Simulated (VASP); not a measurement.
Data:

```xyz
4
Lattice="2.2628 0.0000 0.0000 -1.1314 1.9596 0.0000 0.0000 0.0000 7.2804" Properties=species:S:1:pos:R:3 pbc="T T T"
Be     0.0000     0.0000     0.0000
Be     0.0000     0.0000     3.6402
Be     0.0000     1.3064     1.8201
Be     1.1314     0.6532     5.4603
```

The numbers are results of PBE GGA, VASP's PBE PAW potentials (set 64) (plane waves; VASP), not measurements. Run with 300 eV cut-off, 22×22×6 Γ-centred mesh, Gaussian smearing of 0.20 eV, potentials Be.

Give the energies of bands 1 to 7 at the high-symmetry points, in eV from the Fermi level.

```json
[
 {"band": "1", "Γ": "-11.46", "M": "-5.02", "K": "-2.08", "A": "-10.93", "L": "-4.70", "H": "-2.11"},
 {"band": "2", "Γ": "-9.38", "M": "-4.09", "K": "-2.08", "A": "-10.93", "L": "-4.70", "H": "-2.11"},
 {"band": "3", "Γ": "-9.36", "M": "-3.74", "K": "-1.21", "A": "-6.87", "L": "-3.17", "H": "-1.15"},
 {"band": "4", "Γ": "-4.78", "M": "-2.82", "K": "-1.09", "A": "-6.87", "L": "-3.17", "H": "-1.15"},
 {"band": "5", "Γ": "0.46", "M": "1.05", "K": "-0.64", "A": "3.75", "L": "1.53", "H": "-0.57"},
 {"band": "6", "Γ": "9.70", "M": "1.05", "K": "-0.64", "A": "3.75", "L": "1.53", "H": "-0.57"},
 {"band": "7", "Γ": "9.70", "M": "3.98", "K": "2.33", "A": "16.24", "L": "3.45", "H": "2.30"}
]
```

It has no gap at this level: it comes out as a metal or semimetal.

The structure was generated: Be was put into an ordered model structure, which need not be its known phase. The cell was not relaxed at this level.
